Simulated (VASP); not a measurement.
# Relaxed cell of Si2Mo: a test of cutoff and mesh, part 2 of 2

How far does the relaxed cell of Si2Mo depend on cutoff and k mesh? The starting structure is a measured crystal structure from the Crystallography Open Database.

VASP 6.6.1.

Results so far: reference 13.29 Å³ an atom; a cutoff of 250 eV 13.18 Å³ an atom; a 7×7×7 mesh 13.28 Å³ an atom.

The database entry behind the starting cell is an old determination (1927), so it need not match the best structure at ambient conditions.

### Step 5. Relaxation with a cutoff of 420 eV

Level of this step: PBEsol; plane waves and PAW (Mo_sv, Si) (VASP).

Against step 2 the input has ENCUT = 420.

INCAR

```
SYSTEM = Si2Mo
PREC = Accurate
ENCUT = 420
EDIFF = 1E-06
NELM = 100
ISMEAR = 1
SIGMA = 0.1
LREAL = .FALSE.
ALGO = Normal
GGA = PS
NBANDS = 17
LORBIT = 11
LWAVE = .FALSE.
LCHARG = .FALSE.
KPAR = 2
IBRION = 2
NSW = 50
ISIF = 3
EDIFFG = -0.01
```

POSCAR

```
Si2Mo
1.0
   -1.6000000000      1.6000000000      3.9305000000
    1.6000000000     -1.6000000000      3.9305000000
    1.6000000000      1.6000000000     -3.9305000000
Mo Si
1 2
Direct
    0.0000000000      0.0000000000      0.0000000000
    0.6670000000      0.6670000000      0.0000000000
    0.3330000000      0.3330000000      0.0000000000
```

KPOINTS

```
Automatic mesh
0
Gamma
12 12 12
0 0 0
```

PAW data sets: Mo_sv and Si (PBE family, release 64).

Started as:

```sh
mpirun -np 2 vasp_std
```

Log:

```text
[... set-up lines as in an earlier step ...]
 entering main loop
       N       E                     dE             d eps       ncg     rms          rms(c)
DAV:   1     0.996147639905E+02    0.99615E+02   -0.10105E+04  5606   0.105E+03
DAV:   2    -0.237596325065E+02   -0.12337E+03   -0.12129E+03  6951   0.280E+02
DAV:   3    -0.260443131082E+02   -0.22847E+01   -0.22573E+01  6764   0.346E+01
DAV:   4    -0.260565925369E+02   -0.12279E-01   -0.12271E-01  7034   0.283E+00
[...]
DAV:  11    -0.250692279816E+02    0.13550E-04   -0.22019E-04  6111   0.111E-01    0.444E-02
DAV:  12    -0.250692230128E+02    0.49688E-05   -0.29717E-05  5877   0.390E-02    0.767E-03
DAV:  13    -0.250692227160E+02    0.29674E-06   -0.57736E-07  3199   0.671E-03
   1 F= -.25069223E+02 E0= -.25069257E+02  d E =-.250692E+02
[...]
2 F= -.25064799E+02 E0= -.25064665E+02  d E =0.442407E-02
[...]
3 F= -.25076219E+02 E0= -.25076204E+02  d E =-.699665E-02
[...]
4 F= -.25077905E+02 E0= -.25077794E+02  d E =-.168529E-02
 trial-energy change:   -0.001685  1 .order   -0.001682   -0.003372    0.000007
 step:   0.8866(harm=  0.8866)  dis= 0.00863  next Energy=   -25.077902 (dE=-0.168E-02)
 reached required accuracy - stopping structural energy minimisation
```

Wall time 3.1 min (2 MPI ranks of AMD EPYC 7R43, shared host); peak memory 0.38 GiB; 6.2 min of CPU time.

OUTCAR, selected parts (step 5):

```text
  Total       -0.0186998     -0.0186998      0.0103872      0.0000000     -0.0000000      0.0000000
  in kB       -0.7522364     -0.7522364      0.4178441      0.0000000     -0.0000000      0.0000000
  external PRESSURE =      -0.3622096 kB  Pullay stress =       0.0000000 kB

 POSITION                                       TOTAL-FORCE (eV/Angst)
 -----------------------------------------------------------------------------------
      0.00000      0.00000     -0.00000        -0.000000     -0.000000     -0.000000
      1.59558      1.59558      1.29092        -0.000000     -0.000000     -0.001295
      1.59558      1.59558     -1.29092         0.000000      0.000000      0.001295
 -----------------------------------------------------------------------------------
    total drift:                                0.000000     -0.000000     -0.000000

  FREE ENERGIE OF THE ION-ELECTRON SYSTEM (eV)
  ---------------------------------------------------
  free  energy   TOTEN  =       -25.0779046584 eV

  energy  without entropy=      -25.0775721088  energy(sigma->0) =      -25.07779381

[... 2 parts as in an earlier step ...]

[... 2 further parts left out ...]
[key lines of the parts left out:]
E-fermi :  12.3170
```

With a cutoff of 420 eV the cell ends at 13.276 Å³ an atom, -0.07 % from the reference.

### Step 6. Relaxation with a 16×16×16 mesh

Against step 2 the input has a 16×16×16 mesh.

Edit INCAR of step 5 so:

```diff
@@ -2,3 +2,3 @@
 PREC = Accurate
-ENCUT = 420
+ENCUT = 450
 EDIFF = 1E-06
```

POSCAR is that of step 5.

KPOINTS

```
Automatic mesh
0
Gamma
16 16 16
0 0 0
```

Started as:

```sh
mpirun -np 2 vasp_std
```

Log:

```text
[... set-up lines as in an earlier step ...]
 entering main loop
       N       E                     dE             d eps       ncg     rms          rms(c)
DAV:   1     0.105643320686E+03    0.10564E+03   -0.10505E+04 11906   0.110E+03
DAV:   2    -0.235363644006E+02   -0.12918E+03   -0.12690E+03 14829   0.289E+02
DAV:   3    -0.260434813639E+02   -0.25071E+01   -0.24879E+01 14784   0.364E+01
DAV:   4    -0.260562174118E+02   -0.12736E-01   -0.12728E-01 14618   0.294E+00
[...]
DAV:  11    -0.250699337636E+02    0.13587E-04   -0.21599E-04 12979   0.112E-01    0.450E-02
DAV:  12    -0.250699289033E+02    0.48602E-05   -0.28126E-05 12716   0.382E-02    0.799E-03
DAV:  13    -0.250699286265E+02    0.27681E-06   -0.54324E-07  6732   0.629E-03
   1 F= -.25069929E+02 E0= -.25069817E+02  d E =-.250699E+02
[...]
2 F= -.25066972E+02 E0= -.25066860E+02  d E =0.295671E-02
[...]
3 F= -.25076605E+02 E0= -.25076462E+02  d E =-.667625E-02
[...]
4 F= -.25078466E+02 E0= -.25078346E+02  d E =-.186161E-02
 trial-energy change:   -0.001862  1 .order   -0.001845   -0.003710    0.000019
 step:   0.8873(harm=  0.8872)  dis= 0.00912  next Energy=   -25.078467 (dE=-0.186E-02)
 reached required accuracy - stopping structural energy minimisation
```

Wall time 6.9 min (2 MPI ranks); peak memory 0.6 GiB; 14 min of CPU time.

Parts of OUTCAR (step 6):

```text
  Total       -0.0147137     -0.0147137      0.0223730      0.0000000      0.0000000      0.0000000
  in kB       -0.5915088     -0.5915088      0.8994248      0.0000000      0.0000000      0.0000000
  external PRESSURE =      -0.0945309 kB  Pullay stress =       0.0000000 kB

 POSITION                                       TOTAL-FORCE (eV/Angst)
 -----------------------------------------------------------------------------------
      1.59615      1.59615      3.91078        -0.000000     -0.000000     -0.000000
      1.59615      1.59615      1.29008        -0.000000     -0.000000      0.000183
      0.00000      0.00000      2.62070         0.000000      0.000000     -0.000183
 -----------------------------------------------------------------------------------
    total drift:                               -0.000000     -0.000000      0.000000

  FREE ENERGIE OF THE ION-ELECTRON SYSTEM (eV)
  ---------------------------------------------------
  free  energy   TOTEN  =       -25.0784664861 eV

  energy  without entropy=      -25.0781036306  energy(sigma->0) =      -25.07834553

[... 1 part as in an earlier step ...]

[... 3 further parts left out ...]
[key lines of the parts left out:]
E-fermi :  12.2995
```

With a 16×16×16 mesh the cell ends at 13.285 Å³ an atom, -0.01 % from the reference.

### Step 7. Comparison

```tsv
run	volume (Å³/atom)	change (%)	pressure left (GPa)	core minutes
reference	13.286	-	-0.05	6.34
a cutoff of 250 eV	13.176	-0.83	0.09	3.87
a 7×7×7 mesh	13.284	-0.01	0.0	3.13
a cutoff of 420 eV	13.276	-0.07	-0.04	6.24
a 16×16×16 mesh	13.285	-0.01	-0.01	13.8
```

Core minutes are wall time times ranks, summed over the relaxations behind a row (those for a bulk modulus apart), on shared hosts.

### Step 8. Outcome

```
volume of the reference                          : 13.29 Å³/atom
volume against the reference, a cutoff of 250 eV : -0.83 %
volume against the reference, a 7×7×7 mesh       : -0.01 %
volume against the reference, a cutoff of 420 eV : -0.07 %
volume against the reference, a 16×16×16 mesh    : -0.01 %
```

What this shows: The volume moves most with a cutoff of 250 eV: -0.83 % against the reference (450 eV, 12×12×12 mesh). On finer settings it changes by -0.01 % with a 16×16×16 mesh. The relaxations stop with up to 0.09 GPa left, which at a bulk modulus of 50 GPa, to name a scale, is 0.18 % of the volume, and more along a soft axis. A cell that shrinks at the lower cutoff is the usual mark of Pulay stress, the error that a plane-wave basis makes when it is kept while the volume changes. Further runs on this material are not shown.

[Lines on the potential files, build, host, timing and source positions are cut from VASP's logs without a mark.]

[Logs are printed without paths, hosts, clocks, repeated set-up lines and the standing remarks that a program may print on its own settings, such as how far it seeks lower states.]

[Hosts, paths, dates, database ids (printed as entryN), source tags and the programs' standing remarks are cut or masked in the printed files.]
